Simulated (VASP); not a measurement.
OSZICAR of a VASP run on SiO$_{2}$ (cristobalite):

OSZICAR:
```
       N       E                     dE             d eps       ncg     rms          rms(c)
DAV:   1     0.409942033707E+03    0.40994E+03   -0.33930E+04  1404   0.152E+03
DAV:   2    -0.117118162946E+03   -0.52706E+03   -0.51309E+03  1791   0.350E+02
DAV:   3    -0.150651718571E+03   -0.33534E+02   -0.33417E+02  1642   0.989E+01
DAV:   4    -0.151124065082E+03   -0.47235E+00   -0.47149E+00  1656   0.126E+01
DAV:   5    -0.151134208038E+03   -0.10143E-01   -0.10139E-01  1621   0.178E+00    0.300E+01
DAV:   6    -0.127171329137E+03    0.23963E+02   -0.37064E+01  1621   0.273E+01    0.169E+01
DAV:   7    -0.116499460935E+03    0.10672E+02   -0.21016E+00  1649   0.105E+01    0.577E+00
DAV:   8    -0.126528793783E+03   -0.10029E+02   -0.46997E+00  1586   0.105E+01    0.364E+00
DAV:   9    -0.118921564775E+03    0.76072E+01   -0.21867E+00  1495   0.787E+00    0.832E-01
DAV:  10    -0.118921463176E+03    0.10160E-03   -0.59288E-01  1432   0.535E+00    0.953E-01
DAV:  11    -0.118823740631E+03    0.97723E-01   -0.17641E-02  1649   0.103E+00    0.729E-01
DAV:  12    -0.119134262248E+03   -0.31052E+00   -0.14323E-01  1453   0.253E+00    0.270E-01
DAV:  13    -0.119137849288E+03   -0.35870E-02   -0.34165E-02  1621   0.137E+00    0.183E-01
DAV:  14    -0.119149619134E+03   -0.11770E-01   -0.10093E-02  1509   0.831E-01    0.930E-02
DAV:  15    -0.119159841566E+03   -0.10222E-01   -0.47079E-03  1481   0.727E-01    0.367E-02
DAV:  16    -0.119161579140E+03   -0.17376E-02   -0.55705E-04  1572   0.228E-01    0.215E-02
DAV:  17    -0.119162190128E+03   -0.61099E-03   -0.95019E-05  1607   0.831E-02    0.192E-02
DAV:  18    -0.119162392150E+03   -0.20202E-03   -0.82203E-05  1593   0.753E-02    0.638E-03
DAV:  19    -0.119162390104E+03    0.20452E-05   -0.10195E-05  1628   0.306E-02    0.480E-03
DAV:  20    -0.119162398753E+03   -0.86488E-05   -0.62304E-06  1607   0.243E-02    0.207E-03
DAV:  21    -0.119162401162E+03   -0.24085E-05   -0.27697E-06  1649   0.147E-02    0.202E-03
DAV:  22    -0.119162402176E+03   -0.10146E-05   -0.16012E-07  1066   0.330E-03    0.197E-03
DAV:  23    -0.119162403113E+03   -0.93672E-06   -0.40562E-07  1340   0.432E-03    0.292E-04
DAV:  24    -0.119162403449E+03   -0.33577E-06   -0.12320E-07  1038   0.286E-03    0.230E-04
DAV:  25    -0.119162403433E+03    0.15469E-07   -0.10576E-08  1080   0.862E-04
   1 F= -.11916240E+03 E0= -.11916240E+03  d E =0.000000E+00
       N       E                     dE             ncg
       N       E                     dE             ncg
       N       E                     dE             ncg
```

### Question
Which electronic solver shows in the log?

### Answer
It is blocked Davidson (ALGO = Normal, or the opening steps of other solvers). The INCAR had ALGO = Normal.

### Question
Can the final energy be trusted as converged?

### Answer
Self-consistency was reached. It stopped with EDIFF = 1E-7, NELM = 100 (r2SCAN meta-GGA, plane waves, VASP's PBE PAW potentials (set 64)).

The compound is SiO2 in the cristobalite structure. It was relaxed first.
